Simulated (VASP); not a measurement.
Here is a VASP 6.6.1 calculation.

File INCAR:

```
SYSTEM = Hf3SnS4
  PREC = Normal
  ENCUT = 520
  EDIFF = 1E-5
  ISMEAR = 0
  SIGMA = 0.15
  LREAL = Auto
  LASPH = .TRUE.
  NELM = 80
  ALGO = Fast
  ISIF = 3
  LWAVE = .FALSE.
  LCHARG = .FALSE.
  GGA = PE
  IBRION = 2
  NSW = 110
  EDIFFG = -0.03
  ISYM = 0
  KPAR = 4
```

The input KPOINTS:

```
regular mesh
0
G
  7 7 2
  0 0 0
```

Contents of POSCAR:

```
Hf3SnS4
1.0
    3.6618753300     -0.0247249500      0.0160997000
   -1.8523506100      3.1421934700      0.0128059200
    0.0791155900      0.1183422700     17.5922701700
Hf Sn S
3 1 4
Direct
    0.0098825500      0.0405499000      0.0141941500
    0.5768388100      0.3260178800      0.6215161000
    0.3487806000      0.6822528900      0.3700230900
    0.0007734100      0.9943977500      0.5018288800
    0.6221305500      0.3509174100      0.9224957400
    0.3677410500      0.7057124300      0.0858504700
    0.4169340000      0.7055075500      0.6994040000
    0.6786834200      0.4136338200      0.2811912200
```

Potentials or basis: VASP PAW PBE potentials, release 64 (Hf_pv, Sn_d, S).

Run with:

```sh
$ cat potpaw_PBE.64/Hf_pv/POTCAR potpaw_PBE.64/Sn_d/POTCAR potpaw_PBE.64/S/POTCAR > POTCAR
$ mpirun -np 4 vasp_std > vasp.out
```

(1) Estimate the relaxed cell.

(2) Predict the band gap on the k mesh.

(3) Predict the space group after relaxing (to 0.05 Å).

(4) What does it give for the relaxed volume?

## Answers

(1) a = 3.614 Å, b = 3.615 Å, c = 17.496 Å, α = 88.82°, β = 91.05°, γ = 120.05°.

(2) none (metal or under the smearing width).

(3) Cm (No. 8).

(4) 24.73 Å³/atom.
